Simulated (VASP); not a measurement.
# Mo (Im-3m) in VASP: further runs, part 3 of 3

VASP 6.6.1. The steps go on from the part before.

## 5. Band structure, PBE, spin-orbit coupling, no magnetisation

INCAR

```
PREC     = Accurate       # precision mode
ENCUT    = 520            # plane-wave cutoff, eV
EDIFF    = 1E-6           # SCF threshold, eV
ISMEAR   = 1              # smearing method
SIGMA    = 0.1            # smearing width, eV
LREAL    = F              # projectors in reciprocal space
LASPH    = T              # aspherical terms in the spheres
NELM     = 80             # most SCF steps
ALGO     = Normal         # electronic algorithm
ISIF     = 2              # what is computed and relaxed
LWAVE    = F              # write WAVECAR
LCHARG   = F              # write CHGCAR
LNONCOLLINEAR= T              # non-collinear magnetism
MAGMOM   = 0 0 0          # initial moments
LORBIT   = 11             # projections on sites
LSORBIT  = T              # spin-orbit coupling
GGA_COMPAT= F            
LMAXMIX  = 4              # l up to which the mixer works
GGA      = PE             # functional
NBANDS   = 25             # bands
KPAR     = 4
```

KPOINTS

```
Automatic mesh
0
Gamma
  16 16 16
```

POSCAR

```
Mo                                      
1.0
   -1.5653291279      1.5653291279      1.5653291279
    1.5653291279     -1.5653291279      1.5653291279
    1.5653291279      1.5653291279     -1.5653291279
  Mo            
     1
Direct
     0.0000000000000000    0.0000000000000000    0.0000000000000000
```

KPOINTS_OPT is that of step 4.

Potentials or basis: VASP PAW PBE potentials, release 64 (Mo_sv).

On the command line:

```sh
$ cat potpaw_PBE.64/Mo_sv/POTCAR > POTCAR
$ mpirun -np 4 vasp_ncl > vasp.out
```

OUTCAR:

```text
PREC = Accurate
   ENCUT = 520
   EDIFF = 1E-6
   ISMEAR = 1
   LREAL = F
   LASPH = T
   NELM = 80
   ISIF = 2
   LNONCOLLINEAR = T
   LORBIT = 11
   LSORBIT = T
   GGA = PE

 ion  position               nearest neighbor table
   1  0.000  0.000  0.000-

  LATTYP: Found a body centered cubic cell.
 ALAT       =     3.1306582558

  Lattice vectors:

 A1 = (  -1.5653291279,   1.5653291279,   1.5653291279)
 A2 = (   1.5653291279,  -1.5653291279,   1.5653291279)
 A3 = (   1.5653291279,   1.5653291279,  -1.5653291279)

Analysis of symmetry for initial positions (statically):
=====================================================================
 Subroutine PRICEL returns:
 Original cell was already a primitive cell.

 Routine SETGRP: Setting up the symmetry group for a
 body centered cubic supercell.

 Subroutine GETGRP returns: Found 48 space group operations
 (whereof 48 operations were pure point group operations)
[... 872 lines left out ...]
 -----------------------------------------------------------------------------
  energy-cutoff  :      520.00
  volume of cell :       15.34
      direct lattice vectors                 reciprocal lattice vectors
    -1.565329128  1.565329128  1.565329128     0.000000000  0.319421642  0.319421642
     1.565329128 -1.565329128  1.565329128     0.319421642  0.000000000  0.319421642
     1.565329128  1.565329128 -1.565329128     0.319421642  0.319421642  0.000000000

 POSITION                                       TOTAL-FORCE (eV/Angst)
 -----------------------------------------------------------------------------------
      0.00000      0.00000      0.00000         0.000000     -0.000000      0.000000
 -----------------------------------------------------------------------------------
    total drift:                                0.000000     -0.000000      0.000000

  FREE ENERGIE OF THE ION-ELECTRON SYSTEM (eV)
  ---------------------------------------------------
  free  energy   TOTEN  =       -11.0309579916 eV

  energy  without entropy=      -11.0315241832  energy(sigma->0) =      -11.03114672

 Spin-Orbit-Coupling matrix elements

 Ion:    1  E_soc:     -0.2050897
 l=   1
     0.0000000    -0.0301251    -0.0301251
    -0.0301251     0.0000000    -0.0301251
    -0.0301251    -0.0301251     0.0000000
 l=   2
     0.0000000    -0.0010161     0.0000000    -0.0010161    -0.0030404
    -0.0010161     0.0000000    -0.0022803    -0.0010161    -0.0007601
     0.0000000    -0.0022803     0.0000000    -0.0022803     0.0000000
    -0.0010161    -0.0010161    -0.0022803     0.0000000    -0.0007601
    -0.0030404    -0.0007601     0.0000000    -0.0007601     0.0000000
 l=   3
     0.0000000     0.0000000     0.0000000     0.0000000     0.0000000     0.0000000     0.0000000
     0.0000000     0.0000000     0.0000000     0.0000000     0.0000000     0.0000000     0.0000000
     0.0000000     0.0000000     0.0000000     0.0000000     0.0000000     0.0000000     0.0000000
     0.0000000     0.0000000     0.0000000     0.0000000     0.0000000     0.0000000     0.0000000
     0.0000000     0.0000000     0.0000000     0.0000000     0.0000000     0.0000000     0.0000000
     0.0000000     0.0000000     0.0000000     0.0000000     0.0000000     0.0000000     0.0000000
     0.0000000     0.0000000     0.0000000     0.0000000     0.0000000     0.0000000     0.0000000

 total charge

# of ion       s       p       d       tot
------------------------------------------
    1        2.388   6.213   3.948  12.549

 magnetization (x)

# of ion       s       p       d       tot
------------------------------------------
    1       -0.000   0.000   0.000  -0.000

 magnetization (y)

# of ion       s       p       d       tot
------------------------------------------
    1       -0.000   0.000   0.000  -0.000

 magnetization (z)

# of ion       s       p       d       tot
------------------------------------------
    1        0.000   0.000   0.000   0.000
```

It took 18 s on 4 MPI ranks of Intel Xeon 6975P-C (Granite Rapids), shared host; peak memory 0.25 GiB.

What came out:

| Quantity | Value |
| --- | --- |
| Free energy | -11.0310 eV |
| Pressure | 8.4 GPa |
| Valence electrons inside the program's atomic spheres | Mo 12.55 |

## 6. Density of states, PBE

POSCAR is that of step 5.

INCAR.step1

```
  PREC = Accurate
  ENCUT = 520
  EDIFF = 1E-6
  ISMEAR = 1
  SIGMA = 0.1
  LREAL = False
  LASPH = True
  NELM = 80
  ALGO = Normal
  ISIF = 2
  LWAVE = False
  LCHARG = True
  LMAXMIX = 4
  GGA = PE
  KPAR = 4
```

KPOINTS.step1

```
Automatic mesh
0
Gamma
  16 16 16
```

INCAR.step2

```
  PREC = Accurate
  ENCUT = 520
  EDIFF = 1E-6
  ISMEAR = -5
  SIGMA = 0.1
  LREAL = False
  LASPH = True
  NELM = 80
  ALGO = Normal
  ISIF = 2
  LWAVE = False
  LCHARG = False
  LMAXMIX = 4
  GGA = PE
  LORBIT = 11
  KPAR = 4
  NEDOS = 2001
  ICHARG = 11
```

KPOINTS.step2

```
Automatic mesh
0
Gamma
  24 24 24
```

Potentials or basis: VASP PAW PBE potentials, release 64 (Mo_sv).

On the command line:

```sh
$ cat potpaw_PBE.64/Mo_sv/POTCAR > POTCAR
$ cp INCAR.step1 INCAR
$ cp KPOINTS.step1 KPOINTS
$ mpirun -np 4 vasp_std > vasp.out
$ cp INCAR.step2 INCAR
$ cp KPOINTS.step2 KPOINTS
$ mpirun -np 4 vasp_std > vasp.out
```

It took 8.7 s on 4 MPI ranks of Intel Xeon 6975P-C (Granite Rapids), shared host; peak memory 0.2 GiB.

Results (log left out):

```yaml
Valence_electrons_inside_the_program's_atomic_spheres: Mo 12.54
```

Levels at points of the mesh, in eV from the Fermi level:
| k point | band 4 | band 5 | band 6 | band 7 | band 8 | band 9 | band 10 | band 11 |
| --- | --- | --- | --- | --- | --- | --- | --- | --- |
| (0.00, 0.00, 0.00) | -34.53 | -7.33 | -1.43 | -1.43 | -1.43 | 1.67 | 1.67 | 14.83 |
| (0.50, 0.00, 0.00) | -34.54 | -5.47 | -3.52 | 1.67 | 1.71 | 2.35 | 4.85 | 11.91 |
| (0.50, 0.50, 0.50) | -35.55 | -5.61 | -5.61 | 4.06 | 4.06 | 4.06 | 9.18 | 9.18 |

States per cell in windows of 1 eV (zero at the Fermi level; states under -8 eV left out):
| from (eV) | total | Mo1_d | Mo1_p | Mo1_s |
| --- | --- | --- | --- | --- |
| -8.0 | 0.01 | 0.00 | 0.00 | 0.00 |
| -7.0 | 0.06 | 0.00 | 0.00 | 0.03 |
| -6.0 | 0.39 | 0.16 | 0.01 | 0.09 |
| -5.0 | 1.30 | 0.75 | 0.04 | 0.16 |
| -4.0 | 1.29 | 0.95 | 0.05 | 0.04 |
| -3.0 | 1.16 | 0.88 | 0.05 | 0.02 |
| -2.0 | 1.28 | 0.86 | 0.10 | 0.04 |
| -1.0 | 0.52 | 0.34 | 0.05 | 0.01 |
| 0.0 | 0.93 | 0.74 | 0.04 | 0.01 |
| 1.0 | 1.36 | 1.19 | 0.02 | 0.01 |
| 2.0 | 1.61 | 1.45 | 0.03 | 0.02 |
| 3.0 | 0.68 | 0.56 | 0.03 | 0.02 |
| 4.0 | 0.36 | 0.27 | 0.03 | 0.02 |
| 5.0 | 0.27 | 0.17 | 0.04 | 0.02 |
| 6.0 | 0.26 | 0.14 | 0.05 | 0.02 |
| 7.0 | 0.24 | 0.11 | 0.05 | 0.01 |

Caveat: tetrahedron occupations give inexact forces and stress in metals.

## 7. The runs side by side

```csv
task,level,potentials or basis,spin,k mesh for the DOS,occupations for the DOS,pressure (GPa)
band structure,PBE,"VASP PAW PBE potentials, release 64 (Mo_sv)",off,-,-,8.3
band structure,LDA,"VASP PAW LDA potentials, release 64 (Mo_sv)",off,-,-,-4.2
band structure,r2SCAN,"VASP PAW PBE potentials, release 64 (Mo_sv)",off,-,-,6.3
band structure,PBE,"VASP PAW PBE potentials, release 64 (Mo_sv)","SOC, no magnetisation",-,-,8.4
density of states,PBE,"VASP PAW PBE potentials, release 64 (Mo_sv)",off,24 × 24 × 24,tetrahedron,-
```

Alike in all rows: cell as given; k mesh 16 × 16 × 16; cutoff (eV) 520; smearing methfessel-paxton 0.1 eV.

Caveats: the PAW data sets were made with another functional, which shifts forces and pressure a little (some runs); tetrahedron occupations give inexact forces and stress in metals (some runs).

Total energies depend on the potentials used, so only differences within one code and one set of settings carry meaning.
